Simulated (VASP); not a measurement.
Output of a VASP run:

File OUTCAR:
```
 ion  position               nearest neighbor table
   1  0.000  0.000  0.000-
  LATTYP: Found a face centered cubic cell.
 ALAT       =     3.4568463698
 Subroutine PRICEL returns:
 Original cell was already a primitive cell.
 Subroutine GETGRP returns: Found 48 space group operations
The static configuration has the point symmetry O_h .
The dynamic configuration has the point symmetry O_h .
The overall configuration has the point symmetry O_h .
 Subroutine INISYM returns: Found 48 space group operations
 Subroutine IBZKPT returns following result:
 Found    145 irreducible k-points:

 Following reciprocal coordinates:
            Coordinates               Weight
  0.000000  0.000000  0.000000      1.000000
  0.062500  0.000000  0.000000      8.000000
  0.125000  0.000000  0.000000      8.000000
  0.187500  0.000000  0.000000      8.000000
  0.250000  0.000000  0.000000      8.000000
  0.312500  0.000000  0.000000      8.000000
  0.375000  0.000000  0.000000      8.000000
  0.437500  0.000000  0.000000      8.000000
  0.500000  0.000000  0.000000      4.000000
  0.062500  0.062500  0.000000      6.000000
  0.125000  0.062500  0.000000     24.000000
  0.187500  0.062500  0.000000     24.000000
  0.250000  0.062500  0.000000     24.000000
  0.312500  0.062500  0.000000     24.000000
  0.375000  0.062500  0.000000     24.000000
  0.437500  0.062500  0.000000     24.000000
  0.500000  0.062500  0.000000     24.000000
 -0.437500  0.062500  0.000000     24.000000
 -0.375000  0.062500  0.000000     24.000000
 -0.312500  0.062500  0.000000     24.000000
 -0.250000  0.062500  0.000000     24.000000
 -0.187500  0.062500  0.000000     24.000000
 -0.125000  0.062500  0.000000     24.000000
 -0.062500  0.062500  0.000000     12.000000
  0.125000  0.125000  0.000000      6.000000
  0.187500  0.125000  0.000000     24.000000
  0.250000  0.125000  0.000000     24.000000
  0.312500  0.125000  0.000000     24.000000
  0.375000  0.125000  0.000000     24.000000
  0.437500  0.125000  0.000000     24.000000
  0.500000  0.125000  0.000000     24.000000
 -0.437500  0.125000  0.000000     24.000000
 -0.375000  0.125000  0.000000     24.000000
 -0.312500  0.125000  0.000000     24.000000
 -0.250000  0.125000  0.000000     24.000000
 -0.187500  0.125000  0.000000     24.000000
 -0.125000  0.125000  0.000000     12.000000
  0.187500  0.187500  0.000000      6.000000
  0.250000  0.187500  0.000000     24.000000
  0.312500  0.187500  0.000000     24.000000
   k-points           NKPTS =    145   k-points in BZ     NKDIM =    145   number of bands    NBANDS=      9
   number of dos      NEDOS =    301   number of ions     NIONS =      1
   total plane-waves  NPLWV =   5832
   dimension x,y,z NGX =    18 NGY =   18 NGZ =   18
   dimension x,y,z NGXF=    36 NGYF=   36 NGZF=   36
   ions per type =               1
   PREC   = accura    normal or accurate (medium, high low for compatibility)
   ISTART =      0    job   : 0-new  1-cont  2-samecut
   ICHARG =      2    charge: 1-file 2-atom 10-const
   ISPIN  =      2    spin polarized calculation?
   LNONCOLLINEAR =      F non collinear calculations
   LSORBIT =      F    spin-orbit coupling
   INIWAV =      1    electr: 0-lowe 1-rand  2-diag
   ENCUT  =  520.0 eV  38.22 Ry    6.18 a.u.   4.54  4.54  4.54*2*pi/ulx,y,z
   NELM   =    100;   NELMIN=  2; NELMDL= -5     # of ELM steps
   EDIFF  = 0.1E-05   stopping-criterion for ELM
   LREAL  =      F    real-space projection
   NLSPLINE    = F    spline interpolate recip. space projectors
   LMAXMIX     =    4 max onsite mixed and CHGCAR
   VOSKOWN=      0    Vosko Wilk Nusair interpolation
   EDIFFG = -.1E-01   stopping-criterion for IOM
   NSW    =     60    number of steps for IOM
   NBLOCK =      1;   KBLOCK =     60    inner block; outer block
   IBRION =      2    ionic relax: 0-MD 1-quasi-New 2-CG
...
```

**OSZICAR**
```
       N       E                     dE             d eps       ncg     rms          rms(c)
DAV:   1     0.515957612622E+02    0.51596E+02   -0.63788E+03  5409   0.201E+03
DAV:   2     0.913103750941E+01   -0.42465E+02   -0.41245E+02  5953   0.272E+02
DAV:   3     0.713294990131E+01   -0.19981E+01   -0.19398E+01  7393   0.780E+01
DAV:   4     0.710540621437E+01   -0.27544E-01   -0.27534E-01  7885   0.911E+00
DAV:   5     0.710487302718E+01   -0.53319E-03   -0.53316E-03  7796   0.946E-01    0.875E+00
DAV:   6    -0.199739569453E+01   -0.91023E+01   -0.16912E+01  5233   0.518E+01    0.580E+00
DAV:   7    -0.224741586348E+01   -0.25002E+00   -0.52912E-01  6483   0.111E+01    0.799E+00
DAV:   8    -0.171875210527E+01    0.52866E+00   -0.46880E+00  5825   0.308E+01    0.173E+00
DAV:   9    -0.172063865963E+01   -0.18866E-02   -0.15461E-02  5515   0.150E+00    0.851E-01
DAV:  10    -0.171950050636E+01    0.11382E-02   -0.49317E-02  6059   0.226E+00    0.419E-01
DAV:  11    -0.171771909443E+01    0.17814E-02   -0.67090E-03  5975   0.108E+00    0.163E-01
DAV:  12    -0.171749301458E+01    0.22608E-03   -0.14989E-03  6055   0.484E-01    0.482E-02
DAV:  13    -0.171748241993E+01    0.10595E-04   -0.44623E-04  6640   0.286E-01    0.240E-02
DAV:  14    -0.171747774801E+01    0.46719E-05   -0.69853E-06  4960   0.420E-02    0.157E-02
DAV:  15    -0.171747450853E+01    0.32395E-05   -0.14059E-05  5591   0.427E-02    0.516E-03
DAV:  16    -0.171747481102E+01   -0.30249E-06   -0.37891E-07  2809   0.101E-02
   1 F= -.17174748E+01 E0= -.17176972E+01  d E =-.171747E+01  mag=     0.6003
```

### OUTCAR
```
------------------------ aborting loop because EDIFF is reached ----------------------------------------
  FORCE on cell =-STRESS in cart. coord.  units (eV):
  Direction    XX          YY          ZZ          XY          YZ          ZX
  --------------------------------------------------------------------------------------
  Total        0.0005295      0.0005295      0.0005295      0.0000000      0.0000000      0.0000000
  in kB        0.0821504      0.0821504      0.0821504      0.0000000      0.0000000      0.0000000
  external PRESSURE =       0.0821504 kB  Pullay stress =       0.0000000 kB
  volume of cell :       10.33
      direct lattice vectors                 reciprocal lattice vectors
     0.000000000  1.728423185  1.728423185    -0.289281007  0.289281007  0.289281007
     1.728423185  0.000000000  1.728423185     0.289281007 -0.289281007  0.289281007
     1.728423185  1.728423185  0.000000000     0.289281007  0.289281007 -0.289281007
 POSITION                                       TOTAL-FORCE (eV/Angst)
 -----------------------------------------------------------------------------------
      0.00000      0.00000      0.00000         0.000000     -0.000000     -0.000000
 -----------------------------------------------------------------------------------
    total drift:                                0.000000      0.000000     -0.000000
  FREE ENERGIE OF THE ION-ELECTRON SYSTEM (eV)
  ---------------------------------------------------
  free  energy   TOTEN  =        -1.7174748110 eV

  energy  without entropy=       -1.7181419647  energy(sigma->0) =       -1.71769720

 total charge

# of ion       s       p       d       tot
------------------------------------------
    1        0.511   0.550   8.324   9.385

 magnetization (x)

# of ion       s       p       d       tot
------------------------------------------
    1       -0.009  -0.027   0.644   0.609

 reached required accuracy - stopping structural energy minimisation
```
(Selected blocks of OUTCAR.)

**POSCAR**
```
Ni
1
   -0.0000000000     1.7284231849     1.7284231849
    1.7284231849    -0.0000000000     1.7284231849
    1.7284231849     1.7284231849     0.0000000000
Ni
1
Direct
  0.0000000000   0.0000000000   1.0000000000
```

Q: Write an INCAR and KPOINTS that could have produced this output.

A: Several could match; the one computed here: the input of the run itself, revTPSS meta-GGA, plane waves, VASP's PBE PAW potentials (set 64).

File KPOINTS:
```
Automatic
0
gamma
 16 16 16
0 0 0
```

### INCAR
```
# general
SYSTEM  = Ni
PREC    = Accurate
ENCUT   = 520
LREAL   = .False.
LASPH   = .True.

# electronic loop
EDIFF   = 1E-6
NELM    = 100
ALGO    = Normal
LMAXMIX = 4
LMIXTAU = .True.

# smearing
ISMEAR  = 1
SIGMA   = 0.1

# functional
METAGGA = RTPSS

# spin
ISPIN   = 2
MAGMOM  = 0.6

# ions
IBRION  = 2
NSW     = 60
ISIF    = 3
EDIFFG  = -0.01

# output
LWAVE   = .False.
LCHARG  = .False.
LORBIT  = 10
```

POTCAR, in this order: Ni (PBE.64 set). Program: vasp_std.

The compound is Ni in the fcc structure. It was relaxed first, which changed the volume by -5 %. The start is the result of an earlier pass.
